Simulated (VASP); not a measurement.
## ZrH6 in VASP: the effect of strain

ZrH6:

```xyz
7
Lattice="3.2525 0.0000 0.0000 0.0000 3.2525 0.0000 0.0000 0.0000 8.4110" Properties=species:S:1:pos:R:3 pbc="T T T"
Zr    1.6262    1.6262    4.2055
H     0.0000    1.6262    5.3116
H     1.6262    0.0000    5.3116
H     0.0000    1.6262    3.0995
H     1.6262    0.0000    3.0995
H     1.6262    1.6262    8.0358
H     1.6262    1.6262    0.3752
```

The cell was built by a generator and needn't be a form met in nature.

The cell isn't the ideal one: strain = -0.04.

Alike in all runs:

* Program: VASP 6.6.1
* Task: single point
* Functional: PBE
* Potentials or basis: VASP PAW PBE potentials, release 64 (Zr_sv, H)
* Cutoff: 520 eV
* k mesh: 6 × 6 × 3
* Occupations: fermi-dirac, width 0.05 eV
* Spin: no spin polarisation
* Strain kind: biaxial_xy
* Further INCAR settings: ALGO = Normal; EDIFF = 1e-06; NBANDS = 18

| strain | pressure (GPa) | largest force (eV/Å) |
| --- | --- | --- |
| -0.04 | ? | ? |
| -0.02 | 1.9 | 0.12 |
| -0.01 | 0.8 | 0.05 |
| 0 | -0.2 | 0.02 |
| 0.01 | -1.1 | 0.06 |
| 0.02 | -1.9 | 0.11 |
| 0.04 | -3.3 | 0.19 |

Q: What does the run with strain -0.04 give?

A: Pressure 4.4 GPa; largest force 0.26 eV/Å.

Worked out: A parabola through the other rows of the pressure, of slope -130 GPa per unit of strain there, extrapolates to 4.3 GPa, against the run's 4.4. A parabola through the other rows of the largest force, of slope -9.31 eV/Å per unit of strain there, extrapolates to 0.25 eV/Å, against the run's 0.26.
